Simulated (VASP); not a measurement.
Level of theory: MS2 meta-GGA, VASP's PBE PAW potentials (set 64) (plane waves; VASP).

Input for VASP

### INCAR
```
SYSTEM  =  Lu
PREC  =  Accurate; ENCUT  =  520; LREAL  =  .FALSE.
LASPH  =  .TRUE.
EDIFF  =  1E-7; NELM  =  100; ALGO  =  Normal
LMAXMIX  =  6; LMIXTAU  =  .TRUE.
ISMEAR  =  1; SIGMA  =  0.1
METAGGA  =  MS2
IBRION  =  2; NSW  =  30; ISIF  =  4
EDIFFG  =  -0.01
LWAVE  =  .FALSE.; LCHARG  =  .FALSE.
```

File POSCAR:
```
Lu
1
    1.7140107006    -2.9687537013     0.0000000000
    1.7140107006     2.9687537013     0.0000000000
    0.0000000000     0.0000000000     5.3365830982
Lu
2
Direct
  0.3333330000   0.6666670000   0.2500000000
  0.6666670000   0.3333330000   0.7500000000
```

KPOINTS:
```
kpoints
0
gamma
12 12 7
```

POTCAR, in this order: Lu_3 (PBE.64 set). Program: vasp_std.

Output of the run:

**OSZICAR**
```
       N       E                     dE             d eps       ncg     rms          rms(c)
DAV:   1     0.785763323585E+02    0.78576E+02   -0.88649E+03  3344   0.154E+03
DAV:   2     0.233115091780E+02   -0.55265E+02   -0.54026E+02  3348   0.754E+02
DAV:   3     0.208491773144E+02   -0.24623E+01   -0.23606E+01  3629   0.699E+01
DAV:   4     0.207470976956E+02   -0.10208E+00   -0.89825E-01  3616   0.945E+00
DAV:   5     0.207433168904E+02   -0.37808E-02   -0.37394E-02  3336   0.199E+00    0.354E+01
DAV:   6     0.231626329527E+02    0.24193E+01   -0.44473E+00  3014   0.374E+01    0.152E+01
DAV:   7     0.238857023679E+02    0.72307E+00   -0.97323E-01  3381   0.226E+01    0.167E+00
DAV:   8     0.241768314142E+02    0.29113E+00   -0.83519E-01  3284   0.135E+01    0.376E+00
DAV:   9     0.236995037335E+02   -0.47733E+00   -0.53945E-01  3254   0.136E+01    0.373E+00
DAV:  10     0.237244574771E+02    0.24954E-01   -0.72451E-02  3139   0.407E+00    0.146E+00
DAV:  11     0.237244836890E+02    0.26212E-04   -0.65021E-03  2897   0.114E+00    0.110E+00
DAV:  12     0.237240668409E+02   -0.41685E-03   -0.54777E-04  3260   0.441E-01    0.747E-01
DAV:  13     0.237228884203E+02   -0.11784E-02   -0.20023E-03  3169   0.554E-01    0.259E-01
DAV:  14     0.237226472042E+02   -0.24122E-03   -0.11651E-03  3215   0.353E-01    0.142E-01
DAV:  15     0.237226134444E+02   -0.33760E-04   -0.19397E-05  2902   0.618E-02    0.135E-01
DAV:  16     0.237225474955E+02   -0.65949E-04   -0.70333E-05  3169   0.102E-01    0.778E-02
DAV:  17     0.237224948169E+02   -0.52679E-04   -0.23846E-05  3159   0.708E-02    0.155E-02
DAV:  18     0.237224799706E+02   -0.14846E-04   -0.28558E-05  2830   0.501E-02    0.127E-02
DAV:  19     0.237224736145E+02   -0.63560E-05   -0.32667E-05  2645   0.592E-02    0.101E-02
DAV:  20     0.237224733532E+02   -0.26132E-06   -0.27902E-06  3295   0.222E-02    0.857E-03
DAV:  21     0.237224716907E+02   -0.16625E-05   -0.33201E-06  3141   0.183E-02    0.308E-03
DAV:  22     0.237224715647E+02   -0.12598E-06   -0.68102E-07  3016   0.134E-02    0.161E-03
DAV:  23     0.237224709315E+02   -0.63319E-06   -0.45108E-08  1503   0.601E-03    0.182E-03
DAV:  24     0.237224707332E+02   -0.19830E-06   -0.22756E-08  1493   0.725E-03    0.177E-03
DAV:  25     0.237224700702E+02   -0.66298E-06   -0.41338E-08  1448   0.626E-03    0.868E-04
DAV:  26     0.237224701031E+02    0.32850E-07   -0.23692E-08  1453   0.687E-03
   1 F= 0.23722470E+02 E0= 0.23722991E+02  d E =0.237225E+02
       N       E                     dE             d eps       ncg     rms          rms(c)
DAV:   1     0.237222005844E+02   -0.26949E-03   -0.12471E-02  3034   0.164E+00    0.857E-02
DAV:   2     0.237223411990E+02    0.14061E-03   -0.34034E-04  3334   0.263E-01    0.473E-02
DAV:   3     0.237223612255E+02    0.20026E-04   -0.11074E-04  3443   0.112E-01    0.305E-02
DAV:   4     0.237223760463E+02    0.14821E-04   -0.18682E-05  3251   0.720E-02    0.561E-03
DAV:   5     0.237223596827E+02   -0.16364E-04   -0.22312E-05  3054   0.634E-02    0.569E-03
DAV:   6     0.237223588340E+02   -0.84863E-06   -0.57186E-07  2777   0.134E-02    0.201E-03
DAV:   7     0.237223586340E+02   -0.20006E-06   -0.40361E-07  2973   0.964E-03    0.324E-04
DAV:   8     0.237223583896E+02   -0.24442E-06   -0.48488E-08  1288   0.478E-03    0.266E-04
DAV:   9     0.237223584401E+02    0.50508E-07   -0.15033E-08  1243   0.614E-03
   2 F= 0.23722358E+02 E0= 0.23722904E+02  d E =-.111663E-03
       N       E                     dE             d eps       ncg     rms          rms(c)
DAV:   1     0.237222951978E+02   -0.63192E-04   -0.42519E-03  3019   0.956E-01    0.504E-02
DAV:   2     0.237223439186E+02    0.48721E-04   -0.11614E-04  3324   0.152E-01    0.275E-02
DAV:   3     0.237223511384E+02    0.72198E-05   -0.37160E-05  3417   0.649E-02    0.176E-02
DAV:   4     0.237223553342E+02    0.41959E-05   -0.60053E-06  3305   0.412E-02    0.341E-03
DAV:   5     0.237223503028E+02   -0.50315E-05   -0.67333E-06  3044   0.352E-02    0.320E-03
DAV:   6     0.237223499108E+02   -0.39199E-06   -0.93249E-08  1368   0.749E-03    0.901E-04
DAV:   7     0.237223498375E+02   -0.73252E-07   -0.10140E-07  1806   0.946E-03
   3 F= 0.23722350E+02 E0= 0.23722912E+02  d E =-.120266E-03
```

File OUTCAR:
```
------------------------ aborting loop because EDIFF is reached ----------------------------------------
  FORCE on cell =-STRESS in cart. coord.  units (eV):
  Direction    XX          YY          ZZ          XY          YZ          ZX
  --------------------------------------------------------------------------------------
  Total        0.6272568      0.6272568      0.6378574      0.0000000      0.0000000      0.0000000
  in kB       18.5043979     18.5043990     18.8171237      0.0000000      0.0000000      0.0000000
  external PRESSURE =      18.6086402 kB  Pullay stress =       0.0000000 kB
  volume of cell :       54.31
      direct lattice vectors                 reciprocal lattice vectors
     1.716293510 -2.972707647  0.000000000     0.291325462 -0.168196829 -0.000000000
     1.716293510  2.972707647  0.000000000     0.291325462  0.168196829  0.000000000
     0.000000000 -0.000000000  5.322396359     0.000000000  0.000000000  0.187885293
 POSITION                                       TOTAL-FORCE (eV/Angst)
 -----------------------------------------------------------------------------------
      1.71629      0.99090      1.33060         0.000000     -0.000000      0.000000
      1.71629     -0.99090      3.99180        -0.000000      0.000000      0.000000
 -----------------------------------------------------------------------------------
    total drift:                                0.000001      0.000069     -0.000011
  FREE ENERGIE OF THE ION-ELECTRON SYSTEM (eV)
  ---------------------------------------------------
  free  energy   TOTEN  =        23.7223498375 eV

  energy  without entropy=       23.7240359265  energy(sigma->0) =       23.72291187

 reached required accuracy - stopping structural energy minimisation
```
(Selected blocks of OUTCAR.)

### CONTCAR
```
Lu
   1.00000000000000
     1.7162935095567924   -2.9727076467290767    0.0000000000000000
     1.7162935095567924    2.9727076467290767    0.0000000000000000
     0.0000000000000000   -0.0000000000000000    5.3223963587810923
  Lu
     2
Direct
     0.3333330000000032    0.6666669999999968    0.2500000000000000
     0.6666669999999968    0.3333330000000032    0.7500000000000000
```

The compound is Lu in the hcp structure. This cell is one point of a volume scan, at 0.97 of the reference volume. Symmetry was kept, so distortions that lower it aren't found.
